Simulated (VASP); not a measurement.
# CaCuF3: structure and properties in VASP

Wanted: the relaxed cell of CaCuF3 and its properties. The steps: rough relaxation of the start cell, full relaxation (LAK), second relaxation, density, ELF and potential (LAK), bands along the symmetry lines (LAK), total and projected DOS (LAK), field gradients at the nuclei (LAK), volume scan with LAK, fit for LAK, bands along the symmetry lines (TB-mBJ) and bands along the symmetry lines (LAK), changed input. The cell is invented: it takes the structure of a Materials Project entry for KCaF3 (space group 221 there), with some of its atoms replaced by other elements, volume scaled by an estimate. It may not be a known or stable phase.

Program: VASP 6.6.1. Level of theory: LAK; plane waves and PAW (Cu, Ca_sv, F), in the first sound run; inputs show where later runs differ. Results are calculated unless marked as measured.

### Step 1. Set-up

Before any relaxation, the start is as follows. Symmetry: Pm-3m, No. 221, cubic system. Conventional cell: a = 4.031 Å, b = 4.031 Å, c = 4.031 Å, α = 90.00°, β = 90.00°, γ = 90.00°. Nearest to Cu lie 12 F at 2.85 Å. Nearest to Ca lie 6 F at 2.02 Å. Nearest to F lie 2 Ca at 2.02 Å. It derives from KCaF3. it takes the structure of a Materials Project entry for KCaF3 (space group 221 there), with some of its atoms replaced by other elements, volume scaled by an estimate. Farther neighbours and most contacts between anions are not listed.

As a file:

```xyz
5
Lattice="4.0313 0.0000 0.0000 0.0000 4.0313 0.0000 0.0000 0.0000 4.0313" Properties=species:S:1:pos:R:3 pbc="T T T"
Cu    2.0157    2.0157    2.0157
Ca    0.0000    0.0000    0.0000
F     0.0000    2.0157    0.0000
F     0.0000    0.0000    2.0157
F     2.0157    0.0000    0.0000
```

### Step 2. Rough relaxation of the start cell

The start is only an estimate, so a cheap relaxation brings it near a minimum before any careful run. LAK is a meta-GGA built to open gaps without exact exchange.

INCAR

```
SYSTEM = CaCuF3
PREC = Normal
ENCUT = 520
EDIFF = 1E-05
NELM = 60
ISMEAR = -1
SIGMA = 0.05
LREAL = .FALSE.
ALGO = Normal
METAGGA = LAK
LASPH = .TRUE.
NBANDS = 27
LORBIT = 11
LWAVE = .FALSE.
LCHARG = .FALSE.
KPAR = 2
IBRION = 2
NSW = 40
ISIF = 3
EDIFFG = -0.04
```

POSCAR

```
CaCuF3
1.0
    4.0313130000      0.0000000000      0.0000000000
    0.0000000000      4.0313130000      0.0000000000
    0.0000000000      0.0000000000      4.0313130000
Cu Ca F
1 1 3
Direct
    0.5000000000      0.5000000000      0.5000000000
    0.0000000000      0.0000000000      0.0000000000
    0.0000000000      0.5000000000      0.0000000000
    0.0000000000      0.0000000000      0.5000000000
    0.5000000000      0.0000000000      0.0000000000
```

KPOINTS

```
Automatic mesh
0
Gamma
4 4 4
0 0 0
```

PAW data sets: Cu, Ca_sv and F (PBE family, release 64).

The run is started by

```sh
mpirun -np 2 vasp_std
```

The log of the run:

```text
[banner, memory and clock lines left out]
running    2 mpi-ranks, on    1 nodes
 distrk:  each k-point on    1 cores,    2 groups
 distr:  one band on    1 cores,    1 groups

 POSCAR found type information on POSCAR CuCaF
 POSCAR found :  3 types and       5 ions
|                                                                             |
|               ----> ADVICE to this user running VASP <----                  |
|                                                                             |
|     You enforced a specific xc type in the INCAR file but a different       |
|     [... a line on the potential file left out ...]
|     I HOPE YOU KNOW WHAT YOU ARE DOING!                                     |
|                                                                             |

 LDA part: xc-table for (None), standard interpolation
 POSCAR, INCAR and KPOINTS ok, starting setup
 FFT: planning ... GRIDC
 FFT: planning ... GRID_SOFT
 FFT: planning ... GRID
 WAVECAR not read
 entering main loop
       N       E                     dE             d eps       ncg     rms          rms(c)
DAV:   1     0.537333393384E+03    0.53733E+03   -0.21804E+04   540   0.187E+03
DAV:   2     0.343294434642E+02   -0.50300E+03   -0.48383E+03   609   0.484E+02
DAV:   3    -0.211615879949E+02   -0.55491E+02   -0.54588E+02   702   0.180E+02
DAV:   4    -0.236214042667E+02   -0.24598E+01   -0.24457E+01   912   0.340E+01
DAV:   5    -0.236782686240E+02   -0.56864E-01   -0.56841E-01   719   0.422E+00    0.179E+01
DAV:   6    -0.996537190470E+01    0.13713E+02   -0.17163E+02   750   0.113E+02    0.163E+01
DAV:   7    -0.308910782144E+01    0.68763E+01   -0.16693E+01   625   0.464E+01    0.805E+00
DAV:   8    -0.251698843795E+01    0.57212E+00   -0.10551E+01   634   0.789E+01    0.165E+00
DAV:   9    -0.253814279975E+01   -0.21154E-01   -0.98264E-01   674   0.766E+00    0.105E+00
DAV:  10    -0.251984457959E+01    0.18298E-01   -0.18706E-01   823   0.436E+00    0.331E-01
DAV:  11    -0.251833901234E+01    0.15056E-02   -0.16442E-02   746   0.147E+00    0.143E-01
DAV:  12    -0.251842606849E+01   -0.87056E-04   -0.28123E-03   718   0.594E-01    0.582E-02
DAV:  13    -0.251847771859E+01   -0.51650E-04   -0.46430E-04   685   0.235E-01    0.250E-02
DAV:  14    -0.251844666786E+01    0.31051E-04   -0.85638E-05   690   0.104E-01    0.137E-02
DAV:  15    -0.251845424853E+01   -0.75807E-05   -0.29418E-05   452   0.669E-02
   1 F= -.25184542E+01 E0= -.25175120E+01  d E =-.251845E+01
 curvature:   0.00 expect dE= 0.000E+00 dE for cont linesearch  0.000E+00
 trial: gam= 0.00000 g(F)=  0.000E+00 g(S)=  0.289E+01 ort = 0.000E+00 (trialstep = 0.100E+01)
 search vector abs. value=  0.289E+01
 bond charge predicted
       N       E                     dE             d eps       ncg     rms          rms(c)
DAV:   1    -0.395578795766E+02   -0.37039E+02   -0.93839E+02   626   0.395E+02    0.406E+01
DAV:   2    -0.641142189095E+01    0.33146E+02   -0.12289E+02   683   0.106E+02    0.995E+00
DAV:   3    -0.407613462555E+01    0.23353E+01   -0.57156E+00   737   0.197E+01    0.407E+00
DAV:   4    -0.346301786382E+01    0.61312E+00   -0.21379E+00   819   0.139E+01    0.182E+00
DAV:   5    -0.343045753424E+01    0.32560E-01   -0.25345E-01   720   0.410E+00    0.782E-01
DAV:   6    -0.344373281132E+01   -0.13275E-01   -0.93561E-02   703   0.287E+00    0.775E-01
DAV:   7    -0.342937132498E+01    0.14361E-01   -0.86364E-02   801   0.261E+00    0.193E-01
DAV:   8    -0.342885945690E+01    0.51187E-03   -0.62639E-03   735   0.645E-01    0.103E-01
DAV:   9    -0.342866952090E+01    0.18994E-03   -0.71089E-04   677   0.209E-01    0.213E-02
DAV:  10    -0.342864321864E+01    0.26302E-04   -0.53913E-05   614   0.673E-02    0.789E-03
DAV:  11    -0.342863942568E+01    0.37930E-05   -0.20868E-05   465   0.361E-02
   2 F= -.34286394E+01 E0= -.34280603E+01  d E =-.910185E+00
 trial-energy change:   -0.910185  1 .order   -0.988933   -2.892698    0.914831
 step:   0.7356(harm=  0.7597)  dis= 0.00000  next Energy=    -3.551038 (dE=-0.103E+01)
 bond charge predicted
       N       E                     dE             d eps       ncg     rms          rms(c)
DAV:   1    -0.663240587128E+01   -0.32038E+01   -0.59743E+01   599   0.785E+01    0.158E+01
DAV:   2    -0.520353989245E+01    0.14289E+01   -0.48462E+01   696   0.680E+01    0.674E+00
DAV:   3    -0.357052137892E+01    0.16330E+01   -0.56647E+00   627   0.631E+01    0.208E+00
DAV:   4    -0.354671764548E+01    0.23804E-01   -0.16947E+00   793   0.127E+01    0.134E+00
DAV:   5    -0.354251558982E+01    0.42021E-02   -0.45350E-01   866   0.741E+00    0.700E-01
DAV:   6    -0.353064941630E+01    0.11866E-01   -0.37824E-02   766   0.240E+00    0.327E-01
DAV:   7    -0.352956965660E+01    0.10798E-02   -0.18910E-02   887   0.149E+00    0.975E-02
DAV:   8    -0.352955342250E+01    0.16234E-04   -0.10832E-03   742   0.300E-01    0.483E-02
DAV:   9    -0.352948351314E+01    0.69909E-04   -0.17687E-04   703   0.116E-01    0.137E-02
DAV:  10    -0.352943308452E+01    0.50429E-04   -0.22531E-05   488   0.372E-02    0.369E-03
DAV:  11    -0.352942475179E+01    0.83327E-05   -0.42660E-06   288   0.257E-02
   3 F= -.35294248E+01 E0= -.35286982E+01  d E =-.101097E+01
 curvature:  -0.38 expect dE=-0.632E-05 dE for cont linesearch -0.632E-05
 trial: gam= 0.00000 g(F)=  0.360E-65 g(S)=  0.168E-04 ort =-0.697E-02 (trialstep = 0.947E+00)
 search vector abs. value=  0.168E-04
 reached required accuracy - stopping structural energy minimisation
```

Wall time 2.1 min (2 MPI ranks of AMD EPYC 7R43, shared host); peak memory 0.23 GiB.

Lines that name or quote the potential files are left out of all logs, and their timing lines are given in words.

Parts of OUTCAR (step 2):

```text
ion  position               nearest neighbor table
   1  0.500  0.500  0.500-
   2  0.000  0.000  0.000-   3 2.02   4 2.02   5 2.02   4 2.02   3 2.02   5 2.02
   3  0.000  0.500  0.000-   2 2.02   2 2.02
   4  0.000  0.000  0.500-   2 2.02   2 2.02
   5  0.500  0.000  0.000-   2 2.02   2 2.02

  LATTYP: Found a simple cubic cell.
 ALAT       =     4.0313130000

 Subroutine GETGRP returns: Found 48 space group operations
 (whereof 48 operations were pure point group operations)

The static configuration has the point symmetry O_h .

 Found     10 irreducible k-points:

   k-points           NKPTS =     10   k-points in BZ     NKDIM =     10   number of bands    NBANDS=     27

   dimension x,y,z NGX =    24 NGY =   24 NGZ =   24
   dimension x,y,z NGXF=    48 NGYF=   48 NGZF=   48

   ENCUT  =  520.0 eV  38.22 Ry    6.18 a.u.   7.50  7.50  7.50*2*pi/ulx,y,z

   NELECT =      42.0000    total number of electrons

 k-points in reciprocal lattice and weights: Automatic mesh
   0.00000000  0.00000000  0.00000000       0.016
   0.25000000  0.00000000  0.00000000       0.094
   0.50000000  0.00000000  0.00000000       0.047
   0.25000000  0.25000000  0.00000000       0.188
   0.50000000  0.25000000  0.00000000       0.188
   0.50000000  0.50000000  0.00000000       0.047
   0.25000000  0.25000000  0.25000000       0.125
   0.50000000  0.25000000  0.25000000       0.188
   0.50000000  0.50000000  0.25000000       0.094
   0.50000000  0.50000000  0.50000000       0.016

 average (electrostatic) potential at core
       1 -75.8676       2 -50.0768       3 -83.3127       4 -83.3127       5 -83.3127

 E-fermi :   0.1268

 k-point     1 :       0.0000    0.0000    0.0000
  band No.  band energies     occupation
    ...
     17      -0.4187      1.99996
     18      -0.4187      1.99996
     19      -0.3488      1.99985
     20      -0.3488      1.99985
     21      -0.3488      1.99985
     22       0.2539      0.14593
     23       8.1613      0.00000
     24       8.1613      0.00000
     25       8.1613      0.00000
     26       8.9144      0.00000
    ...

 k-point     2 :       0.2500    0.0000    0.0000
  band No.  band energies     occupation
    ...
     17      -0.3761      1.99991
     18      -0.3549      1.99987
     19      -0.3446      1.99984
     20      -0.2948      1.99956
     21      -0.2948      1.99956
     22       1.0192      0.00000
     23       6.5487      0.00000
     24       7.8631      0.00000
     25       7.8631      0.00000
     26       8.2095      0.00000
    ...

 k-point     3 :       0.5000    0.0000    0.0000
  band No.  band energies     occupation
    ...
     17      -0.3403      1.99982
     18      -0.3341      1.99980
     19      -0.2963      1.99958
     20      -0.2420      1.99875
     21      -0.2420      1.99875
     22       2.0515      0.00000
     23       4.8430      0.00000
     24       7.6950      0.00000
     25       7.6950      0.00000
     26       8.2597      0.00000
    ...

  Total       -0.0240952     -0.0240952     -0.0240952     -0.0000000      0.0000000     -0.0000000
  in kB       -0.4797252     -0.4797252     -0.4797252     -0.0000000      0.0000000     -0.0000000
  external PRESSURE =      -0.4797252 kB  Pullay stress =       0.0000000 kB

  energy-cutoff  :      520.00
  volume of cell :       80.47
      direct lattice vectors                 reciprocal lattice vectors
     4.317340039  0.000000000  0.000000000     0.231624100  0.000000000  0.000000000
    -0.000000000  4.317340039  0.000000000    -0.000000000  0.231624100  0.000000000
    -0.000000000 -0.000000000  4.317340039    -0.000000000 -0.000000000  0.231624100

 POSITION                                       TOTAL-FORCE (eV/Angst)
 -----------------------------------------------------------------------------------
      2.15867      2.15867      2.15867        -0.000000     -0.000000      0.000000
      0.00000      0.00000      0.00000         0.000000      0.000000      0.000000
     -0.00000      2.15867      0.00000         0.000000      0.000000      0.000000
     -0.00000     -0.00000      2.15867         0.000000     -0.000000      0.000000
      2.15867      0.00000      0.00000         0.000000      0.000000      0.000000
 -----------------------------------------------------------------------------------
    total drift:                                0.000000      0.000000     -0.000000

  FREE ENERGIE OF THE ION-ELECTRON SYSTEM (eV)
  ---------------------------------------------------
  free  energy   TOTEN  =        -3.5294247518 eV

  energy  without entropy=       -3.5279716560  energy(sigma->0) =       -3.52869820

 reached required accuracy - stopping structural energy minimisation

 total charge
# of ion       s       p       d       tot
------------------------------------------
    1        0.059   0.026   9.518   9.603
    2        2.035   5.910   0.290   8.235
    3        1.772   4.383   0.000   6.154
    4        1.772   4.383   0.000   6.154
    5        1.772   4.383   0.000   6.154
--------------------------------------------------
tot          7.409  19.084   9.809  36.301

[... 3 further parts left out ...]
```

The gap is read on the k-mesh alone, so it is an upper bound where the band edges lie off the mesh. This relaxation is a rough one on cheap settings, only to bring the start near its minimum. The PAW data sets were made with PBE, which is usual practice but a small mismatch for other functionals. After so large a change of volume the plane waves of the start cell no longer fit, so the final stress carries a basis-set error. The run keeps the 48 symmetry operations of its start, so it cannot find a distortion of lower symmetry.

The steps of the relaxation:

| step | energy less that of the first step (eV) | largest force (eV/Å) | pressure (GPa) | volume (Å³) |
| --- | --- | --- | --- | --- |
| 1 | 0.0000 | 0.0000 | 24.45 | 65.51 |
| 2 | -0.9102 | 0.0000 | -5.87 | 86.36 |
| 3 | -1.0110 | 0.0000 | -0.05 | 80.47 |

| conventional cell, symmetrised | before | after | change |
| --- | --- | --- | --- |
| a (Å) | 4.031 | 4.317 | +7.1 % |
| b (Å) | 4.031 | 4.317 | +7.1 % |
| c (Å) | 4.031 | 4.317 | +7.1 % |
| volume (Å³/atom) | 13.10 | 16.09 | +22.8 % |

Final coordinates:

```xyz
5
Lattice="4.3173 0.0000 0.0000 0.0000 4.3173 0.0000 0.0000 0.0000 4.3173" Properties=species:S:1:pos:R:3 pbc="T T T"
Cu    2.1587    2.1587    2.1587
Ca    0.0000    0.0000    0.0000
F     0.0000    2.1587    0.0000
F     0.0000    0.0000    2.1587
F     2.1587    0.0000    0.0000
```

A gap read on the k-mesh alone can miss the band edges.

This step gave:

```
electrons                       : 42
bands                           : 27
irreducible k-points            : 10
symmetry operations             : 48
free energy (TOTEN)             : -3.529 eV
energy at zero smearing         : -3.529 eV
Fermi energy                    : 0.1268 eV
pressure                        : -0.04797 GPa
metallic                        : no
valence top at k                : 0.5, 0, 0
conduction bottom at k          : 0, 0, 0
least direct gap at k           : 0, 0, 0
SCF cycles over all ionic steps : 37
gap on the k-mesh               : 0.4959 eV
least direct gap on the k-mesh  : 0.6027 eV
```

It ends with forces that vanish by symmetry and a pressure of -0.05 GPa.

[end of part 1 of 6]

[Lines on the potential files, build, host, timing and source positions are cut from VASP's logs without a mark.]

[Logs are printed without paths, hosts, clocks, repeated set-up lines and the standing remarks that a program may print on its own settings, such as how far it seeks lower states.]

[Hosts, paths, dates, database ids (printed as entryN), source tags and the programs' standing remarks are cut or masked in the printed files.]

[A measured line is paired with the nearest computed mode of its activity, which favours agreement.]
